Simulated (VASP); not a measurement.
Method: optB88-vdW, VASP's PBE PAW potentials (set 64) (plane waves; VASP).

A VASP calculation is set up with these files.

KPOINTS:
```
Automatic mesh
0
Gamma
10 10 6
0 0 0
```

### INCAR
```
# general
SYSTEM   = Y
PREC     = Accurate
ENCUT    = 520
LREAL    = F
LASPH    = T

# electronic loop
EDIFF    = 1E-6
NELM     = 100
ALGO     = Normal
LMAXMIX  = 4

# smearing
ISMEAR   = 1
SIGMA    = 0.1

# functional
GGA      = BO
LUSE_VDW = T
AGGAC    = 0.0
PARAM1   = 0.1833333333
PARAM2   = 0.22

# ions
IBRION   = 2
NSW      = 60
ISIF     = 3
EDIFFG   = -0.01

# output
LWAVE    = F
LCHARG   = F
```

POSCAR:
```
Y
1.0
  1.8250000000  -3.1609930000   0.0000000000
  1.8250000000   3.1609930000   0.0000000000
  0.0000000000   0.0000000000   5.7300000000
Y
2
direct
  0.3333330000   0.6666670000   0.2500000000
  0.6666670000   0.3333330000   0.7500000000
```

POTCAR, in this order: Y_sv (PBE.64 set). Program: vasp_std.

Output

### OUTCAR
```
 ion  position               nearest neighbor table
   1  0.333  0.667  0.250-   2 3.56   2 3.56   2 3.56   2 3.56   2 3.56   2 3.56
   2  0.667  0.333  0.750-   1 3.56   1 3.56   1 3.56   1 3.56   1 3.56   1 3.56
  LATTYP: Found a hexagonal cell.
 ALAT       =     3.6500002392
 C/A-ratio  =     1.5698629108
 Subroutine PRICEL returns:
 Original cell was already a primitive cell.
 Subroutine GETGRP returns: Found 24 space group operations
The static configuration has the point symmetry D_3d.
 The point group associated with its full space group is D_6h.
The dynamic configuration has the point symmetry D_3d.
 Subroutine INISYM returns: Found 24 space group operations
 Subroutine IBZKPT returns following result:
 Found     56 irreducible k-points:

 Following reciprocal coordinates:
            Coordinates               Weight
  0.000000  0.000000  0.000000      1.000000
  0.100000 -0.000000  0.000000      6.000000
  0.200000 -0.000000  0.000000      6.000000
  0.300000 -0.000000  0.000000      6.000000
  0.400000 -0.000000  0.000000      6.000000
  0.500000  0.000000  0.000000      3.000000
  0.100000  0.100000  0.000000      6.000000
  0.200000  0.100000  0.000000     12.000000
  0.300000  0.100000  0.000000     12.000000
  0.400000  0.100000  0.000000     12.000000
  0.200000  0.200000  0.000000      6.000000
  0.300000  0.200000  0.000000     12.000000
  0.400000  0.200000  0.000000      6.000000
  0.300000  0.300000  0.000000      6.000000
  0.000000  0.000000  0.166667      2.000000
  0.100000 -0.000000  0.166667     12.000000
  0.200000 -0.000000  0.166667     12.000000
  0.300000 -0.000000  0.166667     12.000000
  0.400000 -0.000000  0.166667     12.000000
  0.500000  0.000000  0.166667      6.000000
  0.100000  0.100000  0.166667     12.000000
  0.200000  0.100000  0.166667     24.000000
  0.300000  0.100000  0.166667     24.000000
  0.400000  0.100000  0.166667     24.000000
  0.200000  0.200000  0.166667     12.000000
  0.300000  0.200000  0.166667     24.000000
  0.400000  0.200000  0.166667     12.000000
  0.300000  0.300000  0.166667     12.000000
  0.000000  0.000000  0.333333      2.000000
  0.100000 -0.000000  0.333333     12.000000
  0.200000 -0.000000  0.333333     12.000000
  0.300000 -0.000000  0.333333     12.000000
  0.400000 -0.000000  0.333333     12.000000
  0.500000  0.000000  0.333333      6.000000
  0.100000  0.100000  0.333333     12.000000
  0.200000  0.100000  0.333333     24.000000
  0.300000  0.100000  0.333333     24.000000
  0.400000  0.100000  0.333333     24.000000
  0.200000  0.200000  0.333333     12.000000
  0.300000  0.200000  0.333333     24.000000
   k-points           NKPTS =     56   k-points in BZ     NKDIM =     56   number of bands    NBANDS=     15
   number of dos      NEDOS =    301   number of ions     NIONS =      2
   total plane-waves  NPLWV =  37632
   dimension x,y,z NGX =    28 NGY =   28 NGZ =   48
   dimension x,y,z NGXF=    56 NGYF=   56 NGZF=   96
   ions per type =               2
   PREC   = accura    normal or accurate (medium, high low for compatibility)
   ISTART =      0    job   : 0-new  1-cont  2-samecut
   ICHARG =      2    charge: 1-file 2-atom 10-const
   ISPIN  =      1    spin polarized calculation?
   LNONCOLLINEAR =      F non collinear calculations
   LSORBIT =      F    spin-orbit coupling
   INIWAV =      1    electr: 0-lowe 1-rand  2-diag
   ENCUT  =  520.0 eV  38.22 Ry    6.18 a.u.   6.79  6.79 10.65*2*pi/ulx,y,z
   NELM   =    100;   NELMIN=  2; NELMDL= -5     # of ELM steps
   EDIFF  = 0.1E-05   stopping-criterion for ELM
   LREAL  =      F    real-space projection
...
```

OSZICAR:
```
       N       E                     dE             d eps       ncg     rms          rms(c)
DAV:   1     0.909381566772E+02    0.90938E+02   -0.11570E+04  1688   0.139E+03
DAV:   2    -0.515471616003E+00   -0.91454E+02   -0.90495E+02  2094   0.284E+02
DAV:   3    -0.793498120368E+01   -0.74195E+01   -0.73456E+01  3193   0.477E+01
DAV:   4    -0.808351958992E+01   -0.14854E+00   -0.14848E+00  1870   0.777E+00
DAV:   5    -0.808847225961E+01   -0.49527E-02   -0.49525E-02  2510   0.101E+00    0.326E+01
DAV:   6    -0.780832720928E+01    0.28015E+00   -0.37763E-01  1680   0.440E+00    0.202E+01
DAV:   7    -0.776703269925E+01    0.41295E-01   -0.70003E-01  1977   0.564E+00    0.168E+00
DAV:   8    -0.775899432226E+01    0.80384E-02   -0.14406E-01  2051   0.246E+00    0.114E+00
DAV:   9    -0.775811795011E+01    0.87637E-03   -0.26959E-03  2433   0.379E-01    0.266E-01
DAV:  10    -0.775813439621E+01   -0.16446E-04   -0.13958E-03  1796   0.381E-01    0.296E-01
DAV:  11    -0.775809605292E+01    0.38343E-04   -0.10126E-04  1949   0.924E-02    0.635E-02
DAV:  12    -0.775809775584E+01   -0.17029E-05   -0.14655E-05  1997   0.374E-02    0.100E-02
DAV:  13    -0.775809909434E+01   -0.13385E-05   -0.20876E-06  1484   0.111E-02    0.786E-04
DAV:  14    -0.775809921507E+01   -0.12073E-06   -0.11024E-07  1057   0.358E-03
   1 F= -.77580992E+01 E0= -.77592247E+01  d E =-.775810E+01
       N       E                     dE             d eps       ncg     rms          rms(c)
DAV:   1    -0.811912090395E+01   -0.36102E+00   -0.77829E+00  2241   0.203E+01    0.406E+00
DAV:   2    -0.782845743128E+01    0.29066E+00   -0.79427E-01  2120   0.653E+00    0.199E+00
DAV:   3    -0.774715840469E+01    0.81299E-01   -0.63604E-01  2569   0.456E+00    0.137E+00
DAV:   4    -0.775789569810E+01   -0.10737E-01   -0.60870E-02  2044   0.145E+00    0.657E-01
DAV:   5    -0.776851830389E+01   -0.10623E-01   -0.15407E-02  3056   0.535E-01    0.316E-01
DAV:   6    -0.777120039790E+01   -0.26821E-02   -0.34445E-03  1827   0.465E-01    0.833E-02
DAV:   7    -0.777119246440E+01    0.79335E-05   -0.16565E-03  2962   0.167E-01    0.492E-02
DAV:   8    -0.777122282935E+01   -0.30365E-04   -0.97621E-05  2397   0.557E-02    0.399E-02
DAV:   9    -0.777122251917E+01    0.31018E-06   -0.44259E-06  1708   0.129E-02
   2 F= -.77712225E+01 E0= -.77721014E+01  d E =-.131233E-01
       N       E                     dE             d eps       ncg     rms          rms(c)
DAV:   1    -0.778030297586E+01   -0.90801E-02   -0.19506E-01  2234   0.321E+00    0.650E-01
DAV:   2    -0.777304179522E+01    0.72612E-02   -0.23182E-02  2107   0.107E+00    0.323E-01
DAV:   3    -0.777101638508E+01    0.20254E-02   -0.18596E-02  2650   0.772E-01    0.233E-01
DAV:   4    -0.777122895513E+01   -0.21257E-03   -0.14892E-03  2086   0.235E-01    0.121E-01
DAV:   5    -0.777155014917E+01   -0.32119E-03   -0.35488E-04  3051   0.895E-02    0.595E-02
DAV:   6    -0.777161308942E+01   -0.62940E-04   -0.68147E-05  1800   0.690E-02    0.592E-03
DAV:   7    -0.777162050427E+01   -0.74149E-05   -0.36526E-05  2578   0.190E-02    0.937E-03
DAV:   8    -0.777162125703E+01   -0.75277E-06   -0.23698E-06  1527   0.760E-03
   3 F= -.77716213E+01 E0= -.77725526E+01  d E =-.135220E-01
       N       E                     dE             d eps       ncg     rms          rms(c)
DAV:   1    -0.777173019474E+01   -0.10969E-03   -0.22440E-03  2314   0.343E-01    0.714E-02
DAV:   2    -0.777164170281E+01    0.88492E-04   -0.25802E-04  2163   0.113E-01    0.353E-02
DAV:   3    -0.777161726187E+01    0.24441E-04   -0.20596E-04  2641   0.816E-02    0.242E-02
DAV:   4    -0.777162048127E+01   -0.32194E-05   -0.16984E-05  1904   0.254E-02    0.117E-02
DAV:   5    -0.777162405621E+01   -0.35749E-05   -0.40919E-06  1743   0.968E-03    0.533E-03
DAV:   6    -0.777162477760E+01   -0.72139E-06   -0.72335E-07   847   0.743E-03
   4 F= -.77716248E+01 E0= -.77725507E+01  d E =-.135256E-01
       N       E                     dE             d eps       ncg     rms          rms(c)
DAV:   1    -0.777533081674E+01   -0.37068E-02   -0.16715E-01  1680   0.330E+00    0.315E-01
DAV:   2    -0.777324442228E+01    0.20864E-02   -0.54773E-03  1820   0.545E-01    0.169E-01
DAV:   3    -0.777234984578E+01    0.89458E-03   -0.30003E-03  2156   0.389E-01    0.952E-02
DAV:   4    -0.777237209844E+01   -0.22253E-04   -0.12985E-04  2260   0.798E-02    0.569E-02
DAV:   5    -0.777237387751E+01   -0.17791E-05   -0.46629E-05  2237   0.409E-02    0.147E-02
DAV:   6    -0.777237421094E+01   -0.33343E-06   -0.19221E-06  1219   0.889E-03
   5 F= -.77723742E+01 E0= -.77733369E+01  d E =-.749433E-03
       N       E                     dE             d eps       ncg     rms          rms(c)
DAV:   1    -0.777448634955E+01   -0.21125E-02   -0.11180E-01  1680   0.270E+00    0.260E-01
DAV:   2    -0.777309893794E+01    0.13874E-02   -0.36275E-03  1820   0.444E-01    0.138E-01
DAV:   3    -0.777250555622E+01    0.59338E-03   -0.19839E-03  2149   0.317E-01    0.781E-02
DAV:   4    -0.777252011030E+01   -0.14554E-04   -0.86067E-05  2289   0.649E-02    0.466E-02
DAV:   5    -0.777252098644E+01   -0.87614E-06   -0.30113E-05  2222   0.332E-02    0.120E-02
DAV:   6    -0.777252127517E+01   -0.28873E-06   -0.11156E-06   973   0.719E-03
   6 F= -.77725213E+01 E0= -.77734753E+01  d E =-.896498E-03
```

OUTCAR:
```
------------------------ aborting loop because EDIFF is reached ----------------------------------------
  FORCE on cell =-STRESS in cart. coord.  units (eV):
  Direction    XX          YY          ZZ          XY          YZ          ZX
  --------------------------------------------------------------------------------------
  Total       -0.0042168     -0.0042168      0.0060731      0.0000000      0.0000000      0.0000000
  in kB       -0.1059461     -0.1059461      0.1525852      0.0000000      0.0000000      0.0000000
  external PRESSURE =      -0.0197690 kB  Pullay stress =       0.0000000 kB
  volume of cell :       63.77
      direct lattice vectors                 reciprocal lattice vectors
     1.815941432 -3.145303096  0.000000000     0.275339276 -0.158967192 -0.000000000
     1.815941432  3.145303096 -0.000000000     0.275339276  0.158967192 -0.000000000
     0.000000000  0.000000000  5.582296501     0.000000000  0.000000000  0.179137744
 POSITION                                       TOTAL-FORCE (eV/Angst)
 -----------------------------------------------------------------------------------
      1.81594      1.04844      1.39557         0.000000      0.000000     -0.000000
      1.81594     -1.04844      4.18672        -0.000000     -0.000000      0.000000
 -----------------------------------------------------------------------------------
    total drift:                                0.000000      0.000518     -0.000010
  FREE ENERGIE OF THE ION-ELECTRON SYSTEM (eV)
  ---------------------------------------------------
  free  energy   TOTEN  =        -7.7725212752 eV

  energy  without entropy=       -7.7753833138  energy(sigma->0) =       -7.77347529

 reached required accuracy - stopping structural energy minimisation
```
(Selected blocks of OUTCAR.)

CONTCAR:
```
Y
   1.00000000000000
     1.8159414323589447   -3.1453030964096622    0.0000000000000000
     1.8159414323589447    3.1453030964096622   -0.0000000000000000
     0.0000000000000000    0.0000000000000000    5.5822965011437766
  Y
     2
Direct
     0.3333330000000032    0.6666669999999968    0.2500000000000000
     0.6666669999999968    0.3333330000000032    0.7500000000000000
```

Energy and stress use the plane-wave basis of the starting cell.

The compound is Y in the hcp structure. This run relaxes it. Symmetry was kept, so distortions that lower it aren't found.
